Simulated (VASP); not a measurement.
Input of a VASP 6.6.1 run:

INCAR

```
SYSTEM = Tl3MoIr
ALGO = Normal
EDIFF = 1E-6
EDIFFG = -0.04
ENCUT = 600
GGA = PE
IBRION = 2
ISIF = 3
ISMEAR = 0
LASPH = .True.
LCHARG = .False.
LREAL = .False.
LWAVE = .False.
NELM = 100
NSW = 90
PREC = Accurate
SIGMA = 0.1
```

The input KPOINTS:

```
k-points
0
Gamma
  4 4 4
  0 0 0
```

POSCAR

```
Tl3MoIr
1.0
    5.0686602100      0.0000000000      0.0000000000
    0.0000000000      5.0686602100      0.0000000000
    0.0000000000      0.0000000000      5.0686602100
Tl Mo Ir
3 1 1
Direct
    0.5000000000      0.0000000000      0.0000000000
    0.0000000000      0.5000000000      0.0000000000
    0.0000000000      0.0000000000      0.5000000000
    0.0000000000      0.0000000000      0.0000000000
    0.5000000000      0.5000000000      0.5000000000
```

Potentials or basis: VASP PAW PBE potentials, release 64 (Tl_d, Mo_sv, Ir).

The run is started by

```console
$ cat potpaw_PBE.64/Tl_d/POTCAR potpaw_PBE.64/Mo_sv/POTCAR potpaw_PBE.64/Ir/POTCAR > POTCAR
$ mpirun -np 1 vasp_std > vasp.out
```

(1) Estimate the band gap on the k mesh.

(2) Estimate the relaxed cell.

(3) Estimate the space group after relaxing (to 0.05 Å).

(4) Estimate the relaxed volume.

Results:

(1) none (metal or under the smearing width).

(2) a = 5.300 Å, b = 5.300 Å, c = 5.300 Å, α = 90.00°, β = 90.00°, γ = 90.00°.

(3) Pm-3m (No. 221).

(4) 29.78 Å³/atom.
